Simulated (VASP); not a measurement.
Consider the following.

```yaml
crystal:
  lattice:
    - [1.93948, -3.35928, 0.00000]
    - [1.93948, 3.35928, 0.00000]
    - [0.00000, 0.00000, 6.87849]
  atoms:
    - { symbol: Sn, position: [0.00000, 0.00000, 0.00000] }
    - { symbol: Se, position: [0.33333, 0.66667, 0.23173] }
    - { symbol: Se, position: [0.66667, 0.33333, 0.76827] }
```

All values below come from PBE0 hybrid, VASP's PBE PAW potentials (set 64) (plane waves; VASP). Settings: 520 eV cut-off, 6×6×4 Γ-centred mesh, Gaussian smearing of 0.050 eV, potentials Sn_d Se.

Without a dispersion term in the relaxation, distances and binding between the weakly bound layers, chains or molecules are unreliable, and so is what depends on them. Unless said otherwise, spin-orbit coupling is left out, though it shifts the bands of the heavy elements here.

Q: What does the run give for the energy per atom (σ→0), pressure, largest force, band gap (over the mesh, the named points and PBE's band edges) with the smallest direct gap where there is one?

A: 
```
Quantity                                                                                     Value
--------------------------------------------------------------------------  ----------------------
band gap (over the mesh, the named points and PBE's band edges)                            2.01 eV
smallest direct gap (over the mesh, the named points and PBE's band edges)                 2.45 eV
energy per atom (σ→0)                                                       -515.8 kJ/mol of atoms
pressure                                                                                 -2.88 GPa
largest force                                                                           0.524 eV/Å
```

The absolute energy has meaning only against runs of the same code, potentials and settings.

The compound is SnSe2 in the 1T layered structure. It was relaxed first, which changed the volume by +16 %.
